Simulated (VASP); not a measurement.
# ZrH2: accuracy against cost in the SCF threshold and plane-wave cutoff, part 3 of 3

Aim: find how far the SCF threshold and plane-wave cutoff must be pushed for ZrH2, and what that costs. The series runs use PBEsol. The start is a computed cell from the Materials Project.

VASP 6.6.1; PBEsol; plane waves and PAW (Zr_sv, H).

So far. Step 14 (Plane-wave cutoff: ENCUT = 320): Against the run before the energy moves by -2.22 meV an atom and the pressure by +0.16 GPa, after 13 cycles in 7.4 s.

## 15. Plane-wave cutoff: ENCUT = 400

File INCAR:

```
SYSTEM = ZrH2
PREC = Accurate
ENCUT = 400
EDIFF = 1E-06
NELM = 100
ISMEAR = -1
SIGMA = 0.05
LREAL = .FALSE.
ALGO = Normal
GGA = PS
NBANDS = 13
LASPH = .TRUE.
LORBIT = 11
LWAVE = .FALSE.
LCHARG = .FALSE.
KPAR = 4
ISIF = 2
```

File POSCAR:

```
ZrH2
1.0
    0.0000000000      2.4092250000      2.4092250000
    2.4092250000      0.0000000000      2.4092250000
    2.4092250000      2.4092250000      0.0000000000
Zr H
1 2
Direct
    0.0000000000      0.0000000000      0.0000000000
    0.7500000000      0.7500000000      0.7500000000
    0.2500000000      0.2500000000      0.2500000000
```

File KPOINTS:

```
Automatic mesh
0
Gamma
8 8 8
0 0 0
```

Potentials, in the order of the species: Zr_sv and H (PBE family, release 64).

The run is started by

```bash
$ mpirun -np 4 vasp_std
```

Output:

```text
[... set-up lines as in an earlier step ...]
 entering main loop
       N       E                     dE             d eps       ncg     rms          rms(c)
[... 12 cycles as in an earlier step ...]
   1 F= -.17569371E+02 E0= -.17563515E+02  d E =-.117106E-01
```

Run time: 9.4 s. Hardware: 4 MPI ranks of AMD EPYC 7R43, shared host; peak memory 0.38 GiB.

OUTCAR, selected parts (step 15):

```text
[... 6 parts as in an earlier step ...]

[... 1 further part left out ...]
[key lines of the parts left out:]
E-fermi :   8.2920
```

Against the run before the energy moves by -6.29 meV an atom and the pressure by +1.19 GPa, after 12 cycles in 9.4 s.

## 16. Plane-wave cutoff: ENCUT = 500

Edit INCAR of step 15 so:

```diff
@@ -2,3 +2,3 @@
 PREC = Accurate
-ENCUT = 400
+ENCUT = 500
 EDIFF = 1E-06
```

POSCAR is that of step 15.

KPOINTS is that of step 15.

The run is started by

```bash
$ mpirun -np 4 vasp_std
```

Output:

```text
[... set-up lines as in an earlier step ...]
 entering main loop
       N       E                     dE             d eps       ncg     rms          rms(c)
DAV:   1     0.830816128349E+02    0.83082E+02   -0.75450E+03   754   0.104E+03
DAV:   2    -0.157909655056E+02   -0.98873E+02   -0.95319E+02   954   0.272E+02
DAV:   3    -0.189044416665E+02   -0.31135E+01   -0.30820E+01  1172   0.424E+01
DAV:   4    -0.189663855034E+02   -0.61944E-01   -0.61930E-01   893   0.530E+00
[...]
DAV:  10    -0.175751208468E+02    0.13481E-03   -0.14091E-04   874   0.117E-01    0.351E-02
DAV:  11    -0.175751205137E+02    0.33310E-06   -0.18523E-05   970   0.423E-02    0.316E-03
DAV:  12    -0.175751204954E+02    0.18330E-07   -0.79669E-07   701   0.730E-03
   1 F= -.17575120E+02 E0= -.17569263E+02  d E =-.117142E-01
```

Elapsed: 13 s, on 4 MPI ranks; peak memory 0.49 GiB; 42 s of CPU time.

OUTCAR, selected parts (step 16):

```text
  Total       -0.8044664     -0.8044664     -0.8044664      0.0000000      0.0000000      0.0000000
  in kB      -46.0846606    -46.0846606    -46.0846606      0.0000000      0.0000000      0.0000000
  external PRESSURE =     -46.0846606 kB  Pullay stress =       0.0000000 kB

 POSITION                                       TOTAL-FORCE (eV/Angst)
 -----------------------------------------------------------------------------------
      0.00000      0.00000      0.00000        -0.000000      0.000000      0.000000
      3.61384      3.61384      3.61384         0.000000      0.000000      0.000000
      1.20461      1.20461      1.20461        -0.000000     -0.000000     -0.000000
 -----------------------------------------------------------------------------------
    total drift:                               -0.000000     -0.000000      0.000000

  FREE ENERGIE OF THE ION-ELECTRON SYSTEM (eV)
  ---------------------------------------------------
  free  energy   TOTEN  =       -17.5751204954 eV

  energy  without entropy=      -17.5634062900  energy(sigma->0) =      -17.56926339

[... 1 part as in an earlier step ...]

[... 2 further parts left out ...]
[key lines of the parts left out:]
E-fermi :   8.2910
```

Against the run before the energy moves by -1.92 meV an atom and the pressure by +0.47 GPa, after 12 cycles in 13 s.

## 17. The plane-wave cutoff series as a table

This step: convergence of PBEsol results with the cutoff; plane waves and PAW (VASP 6.6.1).

No new run; the numbers come from the runs before.

Differences are taken from the run with ENCUT = 500. Results of the series, by row:

| setting | status | energy less the reference (meV/atom) | pressure (GPa) | SCF cycles | wall time (s) |
| --- | --- | --- | --- | --- | --- |
| ENCUT = 150 | converged | 275.6 | -130.2 | 13 | 5 |
| ENCUT = 190 | converged | 35.37 | -29.62 | 14 | 5.6 |
| ENCUT = 220 | converged | 30.02 | -12.19 | 13 | 5.4 |
| ENCUT = 250 | converged | 14.38 | -7.339 | 13 | 6.6 |
| ENCUT = 290 | converged | 10.42 | -6.429 | 13 | 7 |
| ENCUT = 320 | converged | 8.201 | -6.266 | 13 | 7.4 |
| ENCUT = 400 | converged | 1.916 | -5.079 | 12 | 9.4 |
| ENCUT = 500 | converged | 0 | -4.608 | 12 | 12.8 |

## 18. Outcome

```yaml
scf_threshold_from_which_the_energy_stays_within_10_mev_atom_of_the_reference: EDIFF = 0.01
scf_threshold_from_which_the_energy_stays_within_1_mev_atom_of_the_reference: EDIFF = 0.01
scf_threshold_from_which_the_pressure_stays_within_0p2_gpa_of_the_reference: EDIFF = 1E-04
spread_of_the_pressure_over_the_scf_threshold: 0.799 GPa
spread_of_the_energy_over_the_scf_threshold: 0.0488 meV/atom
plane_wave_cutoff_from_which_the_energy_stays_within_10_mev_atom_of_the_reference: ENCUT = 320
plane_wave_cutoff_from_which_the_energy_stays_within_1_mev_atom_of_the_reference: none before the reference itself
plane_wave_cutoff_from_which_the_pressure_stays_within_0p2_gpa_of_the_reference: none before the reference itself
spread_of_the_pressure_over_the_plane_wave_cutoff: 126 GPa
spread_of_the_energy_over_the_plane_wave_cutoff: 276 meV/atom
```

**Reading.** From EDIFF = 0.01 on, the energy stays within 1 meV an atom of the reference, at 78 % of its time. The pressure holds within 0.2 GPa from EDIFF = 1E-04 on. The loosest stop saves 7 of 15 cycles and costs +0.0 meV an atom, -0.79 GPa. No run before the reference (ENCUT = 500) settles within 1 meV an atom of it; the nearest step is off by +1.9 meV an atom, -0.47 GPa. The pressure doesn't settle within 0.2 GPa before the reference. These cutoffs are 0.6 to 2 times the default of the data sets, about 250 eV; at the default the run is off by +14.4 meV an atom, -2.73 GPa, and at 1.3 times by +8.2 meV an atom, -1.66 GPa. Energy differences between like cells converge faster than these totals. Differences are taken from the run with ENCUT = 500, which is itself not the exact limit. Forces vanish by symmetry in this cell, so the series can't test them. The runs at ENCUT = 150; ENCUT = 190; ENCUT = 220; ENCUT = 250 are over 30 meV an atom or 2 GPa off and describe the material poorly.

[Lines on the potential files, build, host, timing and source positions are cut from VASP's logs without a mark.]

[Logs are printed without paths, hosts, clocks, repeated set-up lines and the standing remarks that a program may print on its own settings, such as how far it seeks lower states.]

[Hosts, paths, dates, database ids (printed as entryN), source tags and the programs' standing remarks are cut or masked in the printed files.]

[A measured line is paired with the nearest computed mode of its activity, which favours agreement.]
